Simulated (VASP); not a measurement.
```
AlN
1.0
    0.00000     2.14862     2.14862
    2.14862     0.00000     2.14862
    2.14862     2.14862     0.00000
Al N
1 1
Direct
  0.00000   0.00000   0.00000
  0.25000   0.25000   0.25000
```

Computed with TPSS meta-GGA, VASP's PBE PAW potentials (set 64) (plane waves; VASP). Numerical set-up: 520 eV cut-off, 10×10×10 Γ-centred mesh, Gaussian smearing of 0.050 eV, potentials Al N.

Problem. Estimate the energy per atom (σ→0), pressure, band gap (on the k-mesh) with the smallest direct gap where there is one.

Solution. 
| Property | Value |
|---|---|
| band gap (on the k-mesh) | 3.33 eV |
| smallest direct gap (on the k-mesh) | 4.66 eV |
| energy per atom (σ→0) | -10.497 eV/atom |
| pressure | 14.04 GPa |

The absolute energy has meaning only against runs of the same code, potentials and settings.

The compound is AlN in the zinc blende structure, a metastable form; wurtzite is the usual one. This cell is one point of a volume scan, at 0.94 of the reference volume.
